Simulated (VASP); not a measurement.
The cell holds one K (bcc) (110) slab, with vacuum along c, ions free to move until forces fall under 0.03 eV/Å, no reconstruction beyond this cell, dipole correction on.

Data:

```
K
1.0
    4.51172     0.00000     0.00000
   -1.50391     4.25369     0.00000
    0.00000     0.00000    25.85166
K
3
Direct
  0.50000   0.50000   0.35750
  0.00000   0.00000   0.50000
  0.50000   0.50000   0.64250
```

These are PBEsol GGA, VASP's PBE PAW potentials (set 64) (plane waves; VASP 6.6.1) values and carry that method's errors. Run with 400 eV cut-off, 7×7×1 Γ-centred mesh, first-order Methfessel-Paxton smearing of 0.10 eV, potentials K_sv.

Slab and bulk use different k-meshes, so the surface energy is good to a few per cent at best.

Predict its surface energy, work function, band gap (on the k-mesh).

```json
{
  "surface_energy": "8 meV/Å^2",
  "work_function": "2.37 eV",
  "band gap (on the k-mesh)": "none (metal, semimetal or under 0.01 eV)"
}
```

The cell is a thin slab with vacuum, built from K (bcc): (110) face.
